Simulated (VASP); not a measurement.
Wanted: the native input for a VASP 6.6.1 run.

| Item | Value |
| --- | --- |
| Task | relaxation of cell and atoms |
| Functional | PW91 |
| Potentials or basis | VASP PAW PBE potentials, release 64 (Ru_pv, Se) |
| Cutoff | 600 eV |
| k mesh | 8 × 8 × 8 |
| Occupations | fermi-dirac, width 0.05 eV |
| Spin | no spin polarisation |
| Further INCAR settings | ALGO = Normal; EDIFF = 1e-07; IBRION = 2; EDIFFG = -0.01; NSW = 40; ISIF = 3 |

The structure of RuSe lies in POSCAR:

```
RuSe
1.0
    3.1876923100      0.0000000000      0.0000000000
    0.0000000000      3.1876923100      0.0000000000
    0.0000000000      0.0000000000      3.1876923100
Ru Se
1 1
Direct
    0.0000000000      0.0000000000      0.0000000000
    0.5000000000      0.5000000000      0.5000000000
```

The cell comes from a database or a generator and needn't be the stable form of this composition.

These files were run (other wordings do the same):

INCAR

```
SYSTEM = RuSe
PREC = Accurate
ENCUT = 600
EDIFF = 1E-7
ISMEAR = -1
SIGMA = 0.05
LREAL = .FALSE.
LASPH = .TRUE.
NELM = 80
ALGO = Normal
ISIF = 3
LWAVE = .FALSE.
LCHARG = .FALSE.
GGA = 91
IBRION = 2
NSW = 40
EDIFFG = -0.01
```

KPOINTS

```
regular mesh
0
G
  8 8 8
  0 0 0
```

Potentials or basis: VASP PAW PBE potentials, release 64 (Ru_pv, Se).

Command:

```bash
$ cat potpaw_PBE.64/Ru_pv/POTCAR potpaw_PBE.64/Se/POTCAR > POTCAR
$ mpirun -np 1 vasp_std > vasp.out
```

It gave:

```
Relaxed volume                         : 15.42 Å³/atom
Relaxed cell                           : a = 3.136 Å, b = 3.136 Å, c = 3.136 Å, α = 90.00°, β = 90.00°, γ = 90.00°
Space group after relaxing (to 0.05 Å) : Pm-3m (No. 221)
Energy gained by relaxing              : 19.2 meV/atom
Ionic steps                            : 4
Pressure after relaxing                : 0.0 GPa
Band gap on the k mesh                 : none (metal or under the smearing width)
```

Caveat: the PAW data sets were made with another functional, which shifts forces and pressure a little.

It took 28 s on 1 thread of Intel(R) Xeon(R) 6975P-C (Granite Rapids), on a shared host, peak memory 0.17 GiB.
